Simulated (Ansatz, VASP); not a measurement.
# TiTe2 in two plane-wave programs, part 2 of 2

Wanted: the spread between two codes on one cell, functional and k mesh. The cell is taken from a series of runs on this material, whose earlier steps may have relaxed, scaled, displaced or heated it; both programs get it as it stands.

VASP 6.6.1 and Ansatz 0.2.0.

So far: Starting point; VASP: zone-centre phonons, PBE, pair 1.

### 3. Ansatz: zone-centre phonons, PBE, pair 1

Level of this step: Ansatz beside VASP: Kohn-Sham DFT, plane waves, PBE (Ansatz).

Ansatz runs on its PAW soft_1 files.

The same cell, functional, mesh and smearing now go to Ansatz, which takes its cutoff from its data sets.

input.yaml reads:

```yaml
crystal:
  lattice:
    - [3.8228259579, 0.0, 0.0]
    - [-1.9114129789, 3.2457494057, 0.0]
    - [0.0, 0.0, 31.0]
  atoms:
    - { symbol: Ti, position: [0.3319733468, 0.6639466936, 0.3225806452] }
    - { symbol: Te, position: [0.6673466599, 0.3346933198, 0.3798608619] }
    - { symbol: Te, position: [0.6673466599, 0.3346933198, 0.2653004285] }
  periodic: [true, true, false]
kpoints:
  mp_grid: { grid: [12, 12, 1] }
hamiltonian:
  xc: pbe
  pseudopotentials: { kind: paw, azcp: { folder: soft_1 } }
scf:
  occupations: { method: gaussian, width: 0.01 }
output:
  eigenvalues: true
phonons:
  method: dfpt
```

On the command line:

```
ansatz run input.yaml --threads 4 --pin off --max-ram 16384MiB --backend cpu --events-out ev --progress --plain --runs-dir out
```

Numbers of over 12 decimals in the logs are rounded to 6 here.

Log:

```text
Warning: crystal.symmetry: narrowed to the stabiliser of the run's FFT grids — unitary ops 4 → 2. A phonons.method: dfpt run fills in the rows of the dynamical matrix that it does not solve by its symmetry operations, which is exact only for operations that map its FFT grids onto themselves: filled in by any other, the frequencies could depend on the order in which like atoms are typed, or, by more than the grids' own error, on where the crystal sits among the grids' points. Excluded: 2 operations. The run can therefore solve more perturbations, solve them on more k-points, or both, and cost more. [rest of the remark cut]
Engine: ansatz 0.2.0, aarch64-unknown-linux-gnu
Pseudopotentials: kind: paw
Pseudopotential: Ti, paw, valence charge 12, recommended cutoff 420 eV (normal), soft_1/Ti.paw.azcp
Pseudopotential: Te, paw, valence charge 16, recommended cutoff 420 eV (normal), soft_1/Te.paw.azcp
Functional definition: PBE
  parameter kappa = 0.804
  parameter beta = 0.066725
  exchange = pbe_x(kappa = kappa, mu = beta*pi^2/3)
  correlation = pbe_c(beta = beta)
Crystal: 3 atoms, lattice volume = 384.646 Å³
Basis set: ecut = 420 eV, 7527 PW (Γ), exchange–correlation on 54×54×432 points (8 copies of the dense FFT grid, shifted against one another)
Bands: 27, of which v1, the nominal top of the filled ones, is band 22 counted from 1 (21 counted from 0)
Symmetry: 4 space group operations
k-points: 43 of 144 (irreducible under 2 space group operations, time reversal used)
Non-local potential: Ti, projectors of the file, l = 0: 3, l = 1: 2, l = 2: 3, l = 3: 1
Non-local potential: Te, projectors of the file, l = 0: 2, l = 1: 2, l = 2: 2, l = 3: 1
PAW form: soft (Blöchl's): semilocal exchange-correlation on the pseudo side does not see the compensation charge
PAW one-centre angular grid: Ti, 590 points (default); XC on 64 Gauss nodes
PAW one-centre angular grid: Te, 590 points (default); XC on 64 Gauss nodes
Initial density: superposition of atomic densities (neutral atoms: chi_scale 0, normalization atom)
Initial wavefunctions: pseudopotential atomic-orbital guess
Functional: x = pbe(κ = 0.804, μ = 0.219515), c = pbe(β = 0.066725)
iter 1 solved again at ethr=2.65e-3 eV; its pass at ethr=3.10e-3 eV (dr2=1.16e0 eV) is discarded
SCF iter   1: F=—  HF=-16461.769643 eV  |F-HF|=—  |Δ(HF+E_count)|=         —  Δρ=1.48e-2  dr2=1.17e0  ethr=2.65e-3  ⟨swp⟩=1.5  Hψ=10032  notcnv=0
preconditioner: auto → Resta (q_TF=auto, 1.901 Å⁻¹)  ε∞=2.5  [insulator: Δε(μ)=0.176 eV  Ē_g=6.101 eV  σ=0.010 eV  W_gap=1.00  n_scr=18 (ndim 8)  ℏωp=7.6 eV  f_vac=0.745  D(μ)=0.00/eV (n_scr^D=0)  ε∞_Penn≈2.5  vacuum switching on, ρ_ref=2.7e-3 e/Å³]
SCF iter   2: F=—  HF=-16461.544492 eV  |F-HF|=—  |Δ(HF+E_count)|=   2.25e-1  Δρ=7.11e-3  dr2=1.52e-1  ethr=2.65e-3  ⟨swp⟩=3.1  Hψ=2115  notcnv=0
SCF iter   3: F=—  HF=-16461.547331 eV  |F-HF|=—  |Δ(HF+E_count)|=   2.84e-3  Δρ=4.17e-3  dr2=1.36e-1  ethr=3.46e-4  ⟨swp⟩=3.0  Hψ=2183  notcnv=0  defer=3
SCF iter   4: F=—  HF=-16461.565583 eV  |F-HF|=—  |Δ(HF+E_count)|=   1.83e-2  Δρ=5.92e-3  dr2=3.07e-1  ethr=3.09e-4  ⟨swp⟩=4.1  Hψ=2324  notcnv=0  defer=12
SCF iter   5: F=—  HF=-16461.537624 eV  |F-HF|=—  |Δ(HF+E_count)|=   2.80e-2  Δρ=5.82e-4  dr2=1.99e-3  ethr=3.09e-4  ⟨swp⟩=3.0  Hψ=1833  notcnv=0  defer=41
SCF iter   6: F=—  HF=-16461.537646 eV  |F-HF|=—  |Δ(HF+E_count)|=   2.19e-5  Δρ=3.31e-4  dr2=5.15e-4  ethr=4.53e-6  ⟨swp⟩=3.7  Hψ=2663  notcnv=0  defer=43
SCF iter   7: F=—  HF=-16461.537588 eV  |F-HF|=—  |Δ(HF+E_count)|=   5.72e-5  Δρ=7.30e-5  dr2=2.03e-5  ethr=1.17e-6  ⟨swp⟩=2.7  Hψ=1695  notcnv=0  defer=43
SCF iter   8: F=—  HF=-16461.537592 eV  |F-HF|=—  |Δ(HF+E_count)|=   3.38e-6  Δρ=2.65e-5  dr2=3.78e-6  ethr=4.62e-8  ⟨swp⟩=2.9  Hψ=2021  notcnv=0  defer=43
SCF iter   9: F=—  HF=-16461.537652 eV  |F-HF|=—  |Δ(HF+E_count)|=   6.01e-5  Δρ=3.03e-6  dr2=3.13e-8  ethr=8.60e-9  ⟨swp⟩=2.9  Hψ=1893  notcnv=0  defer=43
SCF iter  10: F=—  HF=-16461.537652 eV  |F-HF|=—  |Δ(HF+E_count)|=   1.53e-8  Δρ=1.71e-6  dr2=2.59e-8  ethr=7.12e-11  ⟨swp⟩=4.0  Hψ=2755  notcnv=0  defer=43
SCF iter  11: F=—  HF=-16461.537652 eV  |F-HF|=—  |Δ(HF+E_count)|=   3.02e-9  Δρ=7.92e-7  dr2=4.24e-9  ethr=5.89e-11  ⟨swp⟩=2.4  Hψ=1437  notcnv=0  defer=43
SCF iter  12: F=—  HF=-16461.537652 eV  |F-HF|=—  |Δ(HF+E_count)|=  4.66e-10  Δρ=1.27e-7  dr2=1.43e-10  ethr=9.64e-12  ⟨swp⟩=3.3  Hψ=2531  notcnv=0  defer=43
SCF iter  13: F=—  HF=-16461.537652 eV  |F-HF|=—  |Δ(HF+E_count)|=  5.09e-11  Δρ=7.43e-8  dr2=5.13e-11  ethr=1.00e-12  ⟨swp⟩=2.9  Hψ=1695  notcnv=0  defer=43
SCF iter  14: F=-16461.537652 eV  HF=-16461.537652 eV  |F-HF|=1.46e-11  |Δ(HF+E_count)|=  5.82e-11  Δρ=1.36e-8  dr2=2.09e-12  ethr=1.00e-12  ⟨swp⟩=16.3  Hψ=7939  notcnv=0
SCF 1 converged in 14 iterations: F = -16461.537652 eV  dr2 = 2.09e-12
  greatest PAW one-centre occupation: 0.999 electrons in one spin orbital (limit 2), on the Ti atom at site 0 (counted from 0), in its partial waves of l = 0
DFPT response loops at Γ: preconditioner auto → none (the input reference at scf.mixing.eps_inf says where Resta's filter doesn't serve); β = 0.50; Broyden in place of MSR1
SCF converged after 14 iterations
Free energy (F): -16461.537652 eV
Harris-Foulkes:  -16461.537652 eV  (|F-HF|=1.46e-11)
Internal energy: -16461.537652 eV  (E = F + TS)
E sigma→0 (E₀):  -16461.537652 eV
Fermi energy:    -5.252785 eV
--- Per-component energies (eV) ---
  E_band       = -1332.375065
  E_kinetic    = 622.982974
  E_local      = -87663.026083  (includes V_loc(G=0)·N_el)
  E_nonlocal   = 193.437138
  E_hartree    = 43414.703813
  E_xc         = -359.845192
  E_vxc        = -347.640250  (∫ρ·V_xc dr)
  E_paw        = -10385.753717  (= ΣΔE_a)
  E_vpaw       = -967.536752  (= ΣTr[D̂ρ^β])
  E_aug_tail   = 0.000107  (compensation charges beyond the density's cutoff)
  E_ewald      = 37715.963307
  E_smearing   = -0.000000  (= −TS)
  E_closure    = 0.000000  (closes the sum)
  Σ components = -16461.537652   (vs F -16461.537652, Δ=0.00e0)
--- Band table (eV; the first three rows and the last of 43) ---
  k-point 0: bands = [... 18 lower, -6.1908, -6.0833, -5.4532, -5.3520, -4.4317, -2.6553, -2.5996, -2.5555, ... 1 higher]
  k-point 1: bands = [... 18 lower, -6.2417, -6.1694, -5.5672, -5.4334, -4.4641, -2.8787, -2.7475, -2.6964, ... 1 higher]
  k-point 2: bands = [... 18 lower, -6.4797, -6.0989, -5.8447, -5.6959, -4.5984, -3.1877, -3.1849, -3.0200, ... 1 higher]
  k-point 42: bands = [... 18 lower, -7.8969, -7.4066, -7.2129, -5.9199, -4.7432, -3.6912, -3.4520, -3.0011, ... 1 higher]
--- Phonons (Γ-DFPT): 9 representative perturbations + reference, on 43 of 144 k-points (Σ response iterations 41) ---
  ASR residual: 4.571e-5 → 0.000e0 eV/Å²; symmetrization residual: 4.608e-5 eV/Å²
  The last average, over the group as it would stand without the narrowing to the FFT grids, took up to 1.062e-5 eV/Å² of the zone centre's force constants
  ASR residual per site (eV/Å²): 4.57e-5 4.27e-5 2.15e-5
  Γ frequencies (cm⁻¹): 0.00 0.00 0.00 52.92 56.31 146.53 186.52 194.68 248.93
  non-analytic LO–TO correction: not included (Born effective charges unavailable; polar crystals: no LO–TO splitting at Γ)
```

### 4. Comparison

Known differences besides the potentials themselves: Ansatz cuts the interaction across the vacuum, VASP repeats the sheet without a dipole correction; the data sets hold 44 valence electrons in Ansatz (on its PAW soft_1 files) and 24 in VASP; the cutoff is 420 eV in Ansatz and 500 eV in VASP. Total energies have different zeros and are not compared.

The two programs side by side:

```tsv
quantity	Ansatz	VASP	difference
optical mode 1 (cm⁻¹)	52.9	52.7	+0.48 %
optical mode 2 (cm⁻¹)	56.3	56.2	+0.25 %
optical mode 3 (cm⁻¹)	146.5	146.8	-0.16 %
optical mode 4 (cm⁻¹)	186.5	186.9	-0.21 %
optical mode 5 (cm⁻¹)	194.7	195.4	-0.35 %
optical mode 6 (cm⁻¹)	248.9	249.2	-0.09 %
```

Modes are paired by rising frequency, not by their patterns, so a pair may set unlike modes beside each other; they are those without the splitting of longitudinal modes. Where the cell holds vacuum, a pressure given here is an average over it and none of the material.

### 5. Ansatz: zone-centre phonons, PBE, pair 2

Second derivatives magnify differences that forces hide, and they need a tight electronic threshold.

The cell is taken from a series of runs on this material, whose earlier steps may have relaxed, scaled, displaced or heated it; both programs get it as it stands.

input.yaml, the sections that differ from step 3:

```yaml
crystal:
  lattice:
    - [3.7478685862, 0.0, 0.0]
    - [-1.8739342931, 3.3106643938, 0.0]
    - [0.0, 0.0, 31.0]
  atoms:
    - { symbol: Ti, position: [0.3345555311, 0.6691110622, 0.3225806452] }
    - { symbol: Te, position: [0.6660555678, 0.3321111355, 0.379860342] }
    - { symbol: Te, position: [0.6660555678, 0.3321111355, 0.2653009483] }
  periodic: [true, true, false]
# kpoints, hamiltonian, scf, output, phonons: as in step 3
```

Log:

```text
[...]
Crystal: 3 atoms, lattice volume = 384.646 Å³
Basis set: ecut = 420 eV, 7531 PW (Γ), exchange–correlation on 54×54×432 points (8 copies of the dense FFT grid, shifted against one another)
Bands: 27, of which v1, the nominal top of the filled ones, is band 22 counted from 1 (21 counted from 0)
Symmetry: 4 space group operations
[...]
k-point 2: bands = [... 18 lower, -6.5384, -5.9664, -5.7662, -5.7043, -4.6337, -3.2681, -3.1768, -2.8851, ... 1 higher]
  k-point 42: bands = [... 18 lower, -7.8629, -7.3611, -7.2176, -5.8707, -4.7916, -3.6001, -3.4591, -3.0218, ... 1 higher]
[...]
ASR residual: 4.617e-5 → 0.000e0 eV/Å²; symmetrization residual: 2.876e-5 eV/Å²
[...]
ASR residual per site (eV/Å²): 4.62e-5 2.92e-5 2.66e-5
  Γ frequencies (cm⁻¹): 0.00 0.00 0.00 53.02 56.21 146.54 185.88 194.95 248.94
[...]
[key lines of the parts left out:]
SCF converged after 13 iterations
Free energy (F): -16461.537541 eV
Fermi energy:    -5.258663 eV
```

### 6. VASP: zone-centre phonons, PBE, pair 2

The same cell, functional, mesh and smearing now go to VASP, with its own data sets.

INCAR reads:

```
SYSTEM = TiTe2
PREC = Accurate
ENCUT = 500
EDIFF = 1E-08
NELM = 120
ISMEAR = 0
SIGMA = 0.01
LREAL = .FALSE.
ALGO = Normal
GGA = PE
NBANDS = 18
LASPH = .TRUE.
LORBIT = 11
LWAVE = .FALSE.
LCHARG = .FALSE.
ISIF = 2
IBRION = 8
GGA_COMPAT = .FALSE.
EFERMI = MIDGAP
NELMDL = -8
KPAR = 2
```

POSCAR reads:

```
TiTe2
1.0
    3.7478685862      0.0000000000      0.0000000000
   -1.8739342931      3.3106643938      0.0000000000
    0.0000000000      0.0000000000     31.0000000000
Ti Te
1 2
Direct
    0.3345555311      0.6691110622      0.3225806452
    0.6660555678      0.3321111355      0.3798603420
    0.6660555678      0.3321111355      0.2653009483
```

KPOINTS reads:

```
Automatic mesh
0
Gamma
12 12 1
0 0 0
```

PAW data sets: Ti_sv and Te (PBE family, release 64).

On the command line:

```
mpirun -np 2 vasp_std
```

Log:

```text
[... set-up lines as in an earlier step ...]
 entering main loop
       N       E                     dE             d eps       ncg     rms          rms(c)
DAV:   1     0.146942095157E+03    0.14694E+03   -0.98644E+03  1900   0.932E+02
DAV:   2     0.115410032907E+01   -0.14579E+03   -0.14299E+03  2114   0.218E+02
DAV:   3    -0.171132003841E+02   -0.18267E+02   -0.18064E+02  2872   0.710E+01
DAV:   4    -0.182221480153E+02   -0.11089E+01   -0.11034E+01  2114   0.167E+01
[...]
DAV:  30    -0.158731115879E+02   -0.84486E-07    0.13553E-10  1274   0.152E-04    0.847E-05
DAV:  31    -0.158731116591E+02   -0.71238E-07   -0.40401E-10  1202   0.206E-04    0.242E-05
DAV:  32    -0.158731116687E+02   -0.95688E-08    0.79978E-10   914   0.608E-05
   1 F= -.15873112E+02 E0= -.15873112E+02  d E =-.142753E-40
 Linear response reoptimize wavefunctions to high precision
DAV:   1    -0.158731116735E+02   -0.48094E-08    0.87279E-10  1050   0.312E-05
DAV:   2    -0.158731116735E+02    0.21828E-10    0.90455E-10   904   0.123E-05
 Linear response DOF=           6
 Linear response progress:
[...]
RMM:  14    -0.422155385746E-01   -0.14711E-07    0.72751E-08  4158   0.874E-05    0.580E-06
RMM:  15    -0.422155497281E-01   -0.11154E-07   -0.10764E-07  4101   0.498E-05    0.217E-06
RMM:  16    -0.422155475326E-01    0.21956E-08    0.23413E-08  4176   0.273E-05    0.174E-06
 first order change of Fermi-energy  -0.34688E+00
 force on displaced ion       2 direction 2 :  -0.000  -2.150   0.090
 Linear response progress:
  Degree of freedom:   6/  6
       N       E                     dE             d eps       ncg     rms          rms(c)
RMM:   1    -0.810174658887E-01   -0.81017E-01    0.36282E-02  3656   0.117E+00
RMM:   2    -0.798519124401E-01    0.11656E-02   -0.46026E-03  3364   0.327E-01    0.112E-01
RMM:   3    -0.800410234251E-01   -0.18911E-03   -0.10018E-03  2970   0.229E-01    0.131E-01
RMM:   4    -0.798290391140E-01    0.21198E-03   -0.39448E-04  2979   0.167E-01    0.487E-02
[...]
RMM:  15    -0.798909816239E-01   -0.30793E-06   -0.24664E-07  3607   0.181E-04    0.277E-05
RMM:  16    -0.798910111799E-01   -0.29556E-07   -0.10373E-07  3815   0.117E-04    0.158E-05
RMM:  17    -0.798910160833E-01   -0.49034E-08   -0.25210E-08  3986   0.619E-05    0.758E-06
 first order change of Fermi-energy   0.72284E+00
 force on displaced ion       2 direction 3 :  -0.000   0.125  -7.366
 Linear response finished
```

From OUTCAR (step 6):

```text
  Total       -0.2720153     -0.8408676      0.0405479      0.0000000      0.0000000      0.0000000
  in kB       -1.1330332     -3.5024909      0.1688956      0.0000000      0.0000000      0.0000000
  external PRESSURE =      -1.4888762 kB  Pullay stress =       0.0000000 kB

 POSITION                                       TOTAL-FORCE (eV/Angst)
 -----------------------------------------------------------------------------------
      0.00000      2.21520     10.00000         0.000000      0.001465      0.000000
      1.87393      1.09951     11.77567        -0.000000     -0.000733      0.015038
      1.87393      1.09951      8.22433        -0.000000     -0.000733     -0.015038
 -----------------------------------------------------------------------------------
    total drift:                                0.000000     -0.000170     -0.000020

[... 1 part as in an earlier step ...]

[... 1 further part left out ...]
```

### 7. Differences

What differs besides the data sets and the points named for the pairs above, as far as they apply: the data sets hold 44 valence electrons in Ansatz (on its PAW soft_1 files) and 24 in VASP. Total energies have different zeros and are not compared.

Compared:

```tsv
quantity	Ansatz	VASP	difference
optical mode 1 (cm⁻¹)	53.0	52.8	+0.42 %
optical mode 2 (cm⁻¹)	56.2	56.0	+0.34 %
optical mode 3 (cm⁻¹)	146.5	146.8	-0.16 %
optical mode 4 (cm⁻¹)	185.9	186.4	-0.28 %
optical mode 5 (cm⁻¹)	194.9	195.3	-0.16 %
optical mode 6 (cm⁻¹)	248.9	249.2	-0.12 %
```

Modes are paired by rising frequency, not by their patterns, so a pair may set unlike modes beside each other; they are those without the splitting of longitudinal modes. Where the cell holds vacuum, a pressure given here is an average over it and none of the material.

### 8. Outcome

| Quantity | Value |
| --- | --- |
| r.m.s. difference of the optical zone-centre modes, each program's sorted by frequency (zone-centre phonons, PBE, pair 1) | 0.37 cm⁻¹ |
| r.m.s. difference of the optical zone-centre modes, each program's sorted by frequency (zone-centre phonons, PBE, pair 2) | 0.31 cm⁻¹ |

In words: The r.m.s. difference of the optical zone-centre modes, each program's sorted by frequency is 0.37 cm⁻¹ (zone-centre phonons, PBE, pair 1). The data sets hold unlike numbers of valence electrons (44 in Ansatz and 24 in VASP), so part of the differences may come from the potentials. Such differences can come from data sets, numerical settings and the points named under the comparisons, not from the functional's error against experiment.

[Lines on the potential files, build, host, timing and source positions are cut from VASP's logs without a mark.]

[Logs are printed without paths, hosts, clocks, repeated set-up lines and the standing remarks that a program may print on its own settings, such as how far it seeks lower states.]

[Hosts, paths, dates, database ids (printed as entryN), source tags and the programs' standing remarks are cut or masked in the printed files.]
